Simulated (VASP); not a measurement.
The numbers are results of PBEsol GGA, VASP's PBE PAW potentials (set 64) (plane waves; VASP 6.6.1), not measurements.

VASP ran on this input.

File KPOINTS:
```
k-points along high-symmetry lines
10
Line-mode
Reciprocal
  0.000000   0.000000   0.000000 ! GAMMA
  0.500000   0.000000   0.000000 ! M

  0.500000   0.000000   0.000000 ! M
  0.333333   0.333333   0.000000 ! K

  0.333333   0.333333   0.000000 ! K
  0.000000   0.000000   0.000000 ! GAMMA

  0.000000   0.000000   0.000000 ! GAMMA
  0.000000   0.000000   0.500000 ! A

  0.000000   0.000000   0.500000 ! A
  0.500000   0.000000   0.500000 ! L

  0.500000   0.000000   0.500000 ! L
  0.333333   0.333333   0.500000 ! H

  0.333333   0.333333   0.500000 ! H
  0.000000   0.000000   0.500000 ! A

  0.500000   0.000000   0.500000 ! L
  0.500000   0.000000   0.000000 ! M

  0.333333   0.333333   0.500000 ! H
  0.333333   0.333333   0.000000 ! K
```

### INCAR
```
SYSTEM = GeSb4Te7
PREC = Accurate; ENCUT = 400; LREAL = .FALSE.
LASPH = .TRUE.; ICHARG = 11
EDIFF = 1E-7; NELM = 100; ALGO = Normal
LMAXMIX = 4
ISMEAR = 0; SIGMA = 0.05
GGA = PS
LWAVE = .FALSE.; LCHARG = .FALSE.; LORBIT = 11
```

**POSCAR**
```
GeSb4Te7
23.2921170
  0.1828291280   0.0000000000   0.0000000000
 -0.0914145640   0.1583346793   0.0000000000
  0.0000000000   0.0000000000   1.0000000175
Ge Sb Te
1 4 7
direct
  0.0000000000   0.0000000000   0.5000000000
  0.6666670000   0.3333330000   0.9158023837
  0.3333330000   0.6666670000   0.0841976163
  0.3333330000   0.6666670000   0.3445436333
  0.6666670000   0.3333330000   0.6554563667
  0.3333330000   0.6666670000   0.8418618308
  0.6666670000   0.3333330000   0.1581381692
  1.0000000000   0.0000000000   0.7289778694
  0.0000000000   0.0000000000   0.2710221306
  0.6666670000   0.3333330000   0.4290836186
  0.3333330000   0.6666670000   0.5709163814
  0.0000000000   1.0000000000   0.0000000000
```

POTCAR, in this order: Ge_d Sb Te (PBE.64 set). Program: vasp_std. Read from the step before: CHGCAR.

What VASP printed:

**OUTCAR**
```
 ion  position               nearest neighbor table
   1  0.000  0.000  0.500-  10 2.96  11 2.96  10 2.96  11 2.96  10 2.96  11 2.96
   2  0.667  0.333  0.916-   6 3.00   6 3.00   6 3.00  12 3.14  12 3.14  12 3.14
   3  0.333  0.667  0.084-   7 3.00   7 3.00   7 3.00  12 3.14  12 3.14  12 3.14
   4  0.333  0.667  0.345-   9 3.00   9 3.00   9 3.00  10 3.15  10 3.15  10 3.15
   5  0.667  0.333  0.655-   8 3.00   8 3.00   8 3.00  11 3.15  11 3.15  11 3.15
   6  0.333  0.667  0.842-   2 3.00   2 3.00   2 3.00   8 3.60   8 3.60   8 3.60
   7  0.667  0.333  0.158-   3 3.00   3 3.00   3 3.00   9 3.60   9 3.60   9 3.60
   8  0.000  0.000  0.729-   5 3.00   5 3.00   5 3.00   6 3.60   6 3.60   6 3.60
   9  0.000  0.000  0.271-   4 3.00   4 3.00   4 3.00   7 3.60   7 3.60   7 3.60
  10  0.667  0.333  0.429-   1 2.96   1 2.96   1 2.96   4 3.15   4 3.15   4 3.15
  11  0.333  0.667  0.571-   1 2.96   1 2.96   1 2.96   5 3.15   5 3.15   5 3.15
  12  0.000  0.000  0.000-   2 3.14   3 3.14   2 3.14   3 3.14   2 3.14   3 3.14
  LATTYP: Found a hexagonal cell.
 ALAT       =     4.2584774413
 C/A-ratio  =     5.4695880699
 Subroutine PRICEL returns:
 Original cell was already a primitive cell.
 Subroutine GETGRP returns: Found 12 space group operations
The static configuration has the point symmetry D_3d.
The dynamic configuration has the point symmetry D_3d.
 Subroutine INISYM returns: Found 12 space group operations
   k-points           NKPTS =     90   k-points in BZ     NKDIM =     90   number of bands    NBANDS=     45
   number of dos      NEDOS =    301   number of ions     NIONS =     12
   total plane-waves  NPLWV = 125440
...
```

### OSZICAR
```
       N       E                     dE             d eps       ncg     rms          rms(c)
DAV:   1     0.518049430381E+03    0.51805E+03   -0.23904E+04  8311   0.144E+03
DAV:   2     0.355696843563E+02   -0.48248E+03   -0.46914E+03  9059   0.306E+02
DAV:   3    -0.398006270191E+02   -0.75370E+02   -0.71798E+02  9744   0.117E+02
DAV:   4    -0.454487568004E+02   -0.56481E+01   -0.54612E+01  9701   0.330E+01
DAV:   5    -0.457347463811E+02   -0.28599E+00   -0.27897E+00 11895   0.699E+00
DAV:   6    -0.457472310846E+02   -0.12485E-01   -0.11940E-01 11060   0.107E+00
DAV:   7    -0.457480021000E+02   -0.77102E-03   -0.74678E-03 12481   0.192E-01
DAV:   8    -0.457480591509E+02   -0.57051E-04   -0.56252E-04 10810   0.286E-02
DAV:   9    -0.457480677454E+02   -0.85945E-05   -0.85424E-05  9465   0.594E-03
DAV:  10    -0.457480684121E+02   -0.66679E-06   -0.66582E-06  7033   0.151E-03
DAV:  11    -0.457480684917E+02   -0.79531E-07   -0.78815E-07  6721   0.663E-04
   1 F= -.45748068E+02 E0= -.45746664E+02  d E =-.280979E-02
```

OUTCAR:
```
 val. band max:        6.8349066665   @ k =   0.0000   0.0000   0.5000

 cond. band min:       6.8481284219   @ k =   0.0000   0.0000   0.5000



 k-point     1 :       0.0000    0.0000    0.0000
  band No.  band energies     occupation
      1     -18.1440      2.00000
      2     -18.1440      2.00000
      3     -18.1367      2.00000
      4     -18.1361      2.00000
      5     -18.1361      2.00000
      6      -6.7263      2.00000
      7      -6.5562      2.00000
      8      -6.4635      2.00000
      9      -5.9638      2.00000
     10      -5.6959      2.00000
     11      -4.8822      2.00000
     12      -4.8690      2.00000
     13      -2.2399      2.00000
     14      -2.2397      2.00000
     15      -1.0988      2.00000
     16      -0.4999      2.00000
     17       0.6298      2.00000
     18       3.5412      2.00000
     19       4.2086      2.00000
     20       4.5466      2.00000
     21       4.5466      2.00000
     22       4.5952      2.00000
     23       4.5952      2.00000
     24       4.6387      2.00000
     25       4.6387      2.00000
     26       4.6521      2.00000
     27       4.8362      2.00000
     28       4.8363      2.00000
     29       5.0025      2.00000
     30       5.0025      2.00000
     31       5.2907      2.00000
     32       5.2907      2.00000
     33       5.4099      2.00000
     34       5.4099      2.00000
     35       5.4322      2.00000
     36       5.4840      2.00000
     37       6.3757      2.00000
     38       6.6088      2.00000
     39       7.0367      0.00000
     40       7.0367      0.00000
     41       7.1125      0.00000
     42       7.1125      0.00000
     43       7.1924      0.00000
     44       7.1966      0.00000
     45       7.7940      0.00000

 k-point     2 :       0.0556    0.0000    0.0000
  band No.  band energies     occupation
      1     -18.1440      2.00000
      2     -18.1439      2.00000
      3     -18.1367      2.00000
      4     -18.1361      2.00000
...
```

The density is held fixed in this step, so its total energy and stress have no physical meaning. Without a dispersion term in the relaxation, distances and binding between the weakly bound layers, chains or molecules are unreliable, and so is what depends on them. Unless said otherwise, spin-orbit coupling is left out, though it shifts the bands of the heavy elements here.

The structure comes from a computed database's GeSb4Te7 entry (P-3m1); how it stands against other phases isn't given here. It was relaxed first, which changed the volume by -7 %.
